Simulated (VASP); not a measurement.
All values below come from PBE GGA, VASP's PBE PAW potentials (set 64) (plane waves; VASP 6.6.1).

VASP input:

**KPOINTS**
```
Automatic mesh
0
Gamma
6 6 4
0 0 0
```

INCAR:
```
LASPH=.TRUE.
SYSTEM=La2O3
ISIF=3
EDIFFG=-0.02   # ionic stop
ISMEAR=0   # Gaussian
SIGMA=0.05
GGA=PE
LREAL=.FALSE.   # projection in real space or not
LMAXMIX=6   # l cut-off of mixed one-centre charges
NELM=100   # most electronic steps
IBRION=2
LWAVE=.FALSE.
LCHARG=.FALSE.
EDIFF=1E-6   # SCF stop (eV)
ALGO=Normal   # blocked Davidson
PREC=Accurate
ENCUT=520   # plane-wave cut-off (eV)
NSW=60
```

POSCAR:
```
La2O3
1.0
  1.9721648972  -3.4158897117   0.0000000000
  1.9721648972   3.4158897117   0.0000000000
  0.0000000000   0.0000000000   6.1498441651
La O
2 3
direct
  0.3333330000   0.6666670000   0.2465345960
  0.6666670000   0.3333330000   0.7534654040
  1.0000000000   1.0000000000   0.0000000000
  0.3333330000   0.6666670000   0.6465804730
  0.6666670000   0.3333330000   0.3534195270
```

POTCAR, in this order: La O (PBE.64 set). Program: vasp_std.

The run wrote:

OSZICAR:
```
       N       E                     dE             d eps       ncg     rms          rms(c)
DAV:   1     0.470696081818E+03    0.47070E+03   -0.15722E+04  1176   0.254E+03
DAV:   2     0.873069150106E+02   -0.38339E+03   -0.37817E+03  1712   0.411E+02
DAV:   3    -0.294641492025E+02   -0.11677E+03   -0.11454E+03  2112   0.218E+02
DAV:   4    -0.465125622571E+02   -0.17048E+02   -0.17041E+02  2008   0.911E+01
DAV:   5    -0.475340448870E+02   -0.10215E+01   -0.10211E+01  2200   0.265E+01    0.149E+01
DAV:   6    -0.418925386123E+02    0.56415E+01   -0.52165E+01  1760   0.437E+01    0.764E+00
DAV:   7    -0.418260287795E+02    0.66510E-01   -0.57186E+00  2184   0.253E+01    0.353E+00
DAV:   8    -0.418185475915E+02    0.74812E-02   -0.48554E-01  2056   0.622E+00    0.138E+00
DAV:   9    -0.418207346302E+02   -0.21870E-02   -0.71481E-02  2016   0.242E+00    0.414E-01
DAV:  10    -0.418231054361E+02   -0.23708E-02   -0.44441E-02  1960   0.147E+00    0.215E-01
DAV:  11    -0.418238205187E+02   -0.71508E-03   -0.16002E-02  2000   0.958E-01    0.150E-01
DAV:  12    -0.418239550925E+02   -0.13457E-03   -0.30917E-03  1800   0.419E-01    0.550E-02
DAV:  13    -0.418240088278E+02   -0.53735E-04   -0.12302E-03  2048   0.247E-01    0.252E-02
DAV:  14    -0.418240136027E+02   -0.47749E-05   -0.13496E-04  1928   0.100E-01    0.515E-03
DAV:  15    -0.418240143118E+02   -0.70902E-06   -0.10181E-05  1752   0.306E-02    0.254E-03
DAV:  16    -0.418240142238E+02    0.87978E-07   -0.10929E-06  1120   0.137E-02
   1 F= -.41824014E+02 E0= -.41824014E+02  d E =-.418240E+02
       N       E                     dE             d eps       ncg     rms          rms(c)
DAV:   1    -0.418247659881E+02   -0.75168E-03   -0.78217E-02  2000   0.414E+00    0.145E-01
DAV:   2    -0.418245947451E+02    0.17124E-03   -0.33100E-03  2000   0.484E-01    0.799E-02
DAV:   3    -0.418244499637E+02    0.14478E-03   -0.47468E-04  2280   0.251E-01    0.292E-02
DAV:   4    -0.418244366624E+02    0.13301E-04   -0.73622E-05  2272   0.873E-02    0.118E-02
DAV:   5    -0.418244376391E+02   -0.97675E-06   -0.20313E-05  1976   0.287E-02    0.686E-03
DAV:   6    -0.418244377566E+02   -0.11751E-06   -0.12868E-05  1584   0.264E-02    0.493E-03
DAV:   7    -0.418244373207E+02    0.43596E-06   -0.24355E-06  1064   0.170E-02
   2 F= -.41824437E+02 E0= -.41824437E+02  d E =-.423097E-03
       N       E                     dE             d eps       ncg     rms          rms(c)
DAV:   1    -0.418248263598E+02   -0.38860E-03   -0.57113E-02  1936   0.354E+00    0.124E-01
DAV:   2    -0.418247164499E+02    0.10991E-03   -0.26005E-03  2008   0.431E-01    0.689E-02
DAV:   3    -0.418246095110E+02    0.10694E-03   -0.35381E-04  2296   0.213E-01    0.264E-02
DAV:   4    -0.418245979870E+02    0.11524E-04   -0.59672E-05  2288   0.791E-02    0.107E-02
DAV:   5    -0.418245986937E+02   -0.70669E-06   -0.18970E-05  1888   0.280E-02    0.618E-03
DAV:   6    -0.418245986113E+02    0.82439E-07   -0.86616E-06  1528   0.229E-02
   3 F= -.41824599E+02 E0= -.41824599E+02  d E =-.584388E-03
       N       E                     dE             d eps       ncg     rms          rms(c)
DAV:   1    -0.418258979978E+02   -0.12993E-02   -0.87063E-02  1952   0.361E+00    0.228E-01
DAV:   2    -0.418250620075E+02    0.83599E-03   -0.56812E-03  1824   0.808E-01    0.880E-02
DAV:   3    -0.418248609235E+02    0.20108E-03   -0.94917E-04  2240   0.373E-01    0.314E-02
DAV:   4    -0.418248349571E+02    0.25966E-04   -0.15460E-04  2304   0.129E-01    0.126E-02
DAV:   5    -0.418248329405E+02    0.20166E-05   -0.20819E-05  2128   0.360E-02    0.706E-03
DAV:   6    -0.418248310889E+02    0.18516E-05   -0.29538E-06  1224   0.204E-02    0.277E-03
DAV:   7    -0.418248302558E+02    0.83308E-06   -0.11267E-06  1112   0.165E-02
   4 F= -.41824830E+02 E0= -.41824830E+02  d E =-.231645E-03
       N       E                     dE             d eps       ncg     rms          rms(c)
DAV:   1    -0.418249142337E+02   -0.83145E-04   -0.61583E-03  1944   0.961E-01    0.607E-02
DAV:   2    -0.418248550699E+02    0.59164E-04   -0.39654E-04  1784   0.213E-01    0.232E-02
DAV:   3    -0.418248416727E+02    0.13397E-04   -0.68518E-05  2232   0.100E-01    0.830E-03
DAV:   4    -0.418248396119E+02    0.20608E-05   -0.11386E-05  2104   0.349E-02    0.348E-03
DAV:   5    -0.418248390729E+02    0.53894E-06   -0.98435E-07  1136   0.113E-02
   5 F= -.41824839E+02 E0= -.41824839E+02  d E =-.240462E-03
```

### OUTCAR
```
------------------------ aborting loop because EDIFF is reached ----------------------------------------
  FORCE on cell =-STRESS in cart. coord.  units (eV):
  Direction    XX          YY          ZZ          XY          YZ          ZX
  --------------------------------------------------------------------------------------
  Total       -0.0557016     -0.0557016     -0.0301054     -0.0000000      0.0000000     -0.0000000
  in kB       -1.0744831     -1.0744830     -0.5807330     -0.0000000      0.0000000     -0.0000000
  external PRESSURE =      -0.9098997 kB  Pullay stress =       0.0000000 kB
  volume of cell :       83.06
      direct lattice vectors                 reciprocal lattice vectors
     1.969719051 -3.411653382  0.000000000     0.253843308 -0.146556506  0.000000000
     1.969719051  3.411653382  0.000000000     0.253843308  0.146556506 -0.000000000
     0.000000000  0.000000000  6.179872971     0.000000000  0.000000000  0.161815624
 POSITION                                       TOTAL-FORCE (eV/Angst)
 -----------------------------------------------------------------------------------
      1.96972      1.13722      1.52754        -0.000000      0.000000      0.007374
      1.96972     -1.13722      4.65233        -0.000000     -0.000000     -0.007374
      0.00000      0.00000      0.00000        -0.000000     -0.000000      0.000000
      1.96972      1.13722      3.99142         0.000000      0.000000     -0.018282
      1.96972     -1.13722      2.18846         0.000000     -0.000000      0.018282
 -----------------------------------------------------------------------------------
    total drift:                                0.000000      0.000000      0.000000
  FREE ENERGIE OF THE ION-ELECTRON SYSTEM (eV)
  ---------------------------------------------------
  free  energy   TOTEN  =       -41.8248390729 eV

  energy  without entropy=      -41.8248390729  energy(sigma->0) =      -41.82483907

 reached required accuracy - stopping structural energy minimisation
```
(Selected blocks of OUTCAR.)

**CONTCAR**
```
La2O3
   1.00000000000000
     1.9697190508983782   -3.4116533819776960    0.0000000000000000
     1.9697190508983782    3.4116533819776960    0.0000000000000000
     0.0000000000000000    0.0000000000000000    6.1798729713878178
  La              O
     2     3
Direct
     0.3333330000000032    0.6666669999999968    0.2471797554528093
     0.6666669999999968    0.3333330000000032    0.7528202445471835
     0.0000000000000000    0.0000000000000000    0.0000000000000000
     0.3333330000000032    0.6666669999999968    0.6458735674435471
     0.6666669999999968    0.3333330000000032    0.3541264325564530
```

The compound is La2O3 in the a-type structure. This run relaxes it. Symmetry was kept, so distortions that lower it aren't found. The start is the result of an earlier pass.
